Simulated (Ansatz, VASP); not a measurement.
**One calculation of PPt, two programs**

Contents of INCAR:

```
SYSTEM = PPt
PREC = Accurate ; ENCUT = 520
EDIFF = 1E-7 ; ISMEAR = -1
SIGMA = 0.05 ; LREAL = .FALSE.
LASPH = .TRUE. ; NELM = 80
ALGO = Normal ; ISIF = 2
LWAVE = .FALSE. ; LCHARG = .FALSE.
GGA = PE ; NBANDS = 23
```

File KPOINTS:

```
Automatic mesh
0
G
  8 8 4
  0 0 0
```

POSCAR

```
PPt
1.0
    3.7179061057      0.0000000000      0.0000000000
   -1.8589530529      3.2198011364      0.0000000000
    0.0000000000      0.0000000000      6.3110991446
Pt P
2 2
Direct
    0.3333333333      0.6666666667      0.3718990000
    0.6666666667      0.3333333333      0.8718990000
    0.3333333333      0.6666666667      0.0031030000
    0.6666666667      0.3333333333      0.5031030000
```

File input.yaml:

```yaml
crystal:
  lattice:
    - [3.7179061057, 0.0, 0.0]
    - [-1.8589530529, 3.2198011364, 0.0]
    - [0.0, 0.0, 6.3110991446]
  atoms:
    - { symbol: Pt, position: [0.3333333333, 0.6666666667, 0.371899] }
    - { symbol: Pt, position: [0.6666666667, 0.3333333333, 0.871899] }
    - { symbol: P, position: [0.3333333333, 0.6666666667, 0.003103] }
    - { symbol: P, position: [0.6666666667, 0.3333333333, 0.503103] }
hamiltonian:
  xc: pbe
  pseudopotentials: { kind: paw }
kpoints:
  mp_grid: { grid: [8, 8, 4] }
scf:
  occupations: { method: fermi_dirac, width: 0.05 }
output:
  forces: true
  stress: true
  eigenvalues: true
  write_density: true
  write_potential: true
  elf: true
  volumetric_format: npy
```

Change from the starting cell: volume scaled by 0.98.

Alike in both runs: task single point; functional PBE; k mesh 8 × 8 × 4; occupations fermi-dirac, width 0.05 eV; no spin polarisation.

|  | VASP | Ansatz |
| --- | --- | --- |
| version | VASP 6.6.1 | Ansatz 0.2.0 |
| potentials or method | VASP PAW PBE potentials, release 64 (Pt, P) | Ansatz PAW |
| plane-wave cutoff (eV) | 520 | 420 |
| valence electrons in the cell | 30 | 46 |

|  | VASP | Ansatz | Ansatz less VASP |
| --- | --- | --- | --- |
| gap on the k mesh at the Fermi level (eV) | none | none | - |
| pressure (GPa) | 2.8 | 3.0 | +0.20 |
| largest component of the traceless stress (GPa) | 0.39 | 0.41 | +0.015 |
| rms of the force components (eV/Å) | 0.101 | 0.100 | -0.0005 |

Atom by atom the forces differ by 0.000 eV/Å (rms over components). A gap of «none» marks a metal or a gap that the smearing closes. The two sets of potentials don't hold the same shells in valence.

Spin-orbit coupling is left out, which matters for the levels of Pt.
